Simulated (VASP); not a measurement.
Input:

```xyz
1
Lattice="-2.5208 2.5208 2.5208 2.5208 -2.5208 2.5208 2.5208 2.5208 -2.5208" Properties=species:S:1:pos:R:3 pbc="T T T"
K      0.0000     0.0000     0.0000
```

Calculation: LDA (Ceperley-Alder, Perdew-Zunger), VASP's LDA PAW potentials (set 64) (plane waves; VASP). Run with 520 eV cut-off, 12×12×12 Γ-centred mesh, tetrahedra with Blöchl corrections, potentials K_sv.

Problem. Estimate the energy per atom (σ→0), band gap (on the k-mesh) with the smallest direct gap where there is one.

Solution. 
| Quantity | Value |
|---|---|
| band gap (on the k-mesh) | none (metal, semimetal or under 0.01 eV) |
| energy per atom (σ→0) | -1165 meV/atom |

The compound is K in the bcc structure. It was relaxed first, which changed the volume by -13 %.
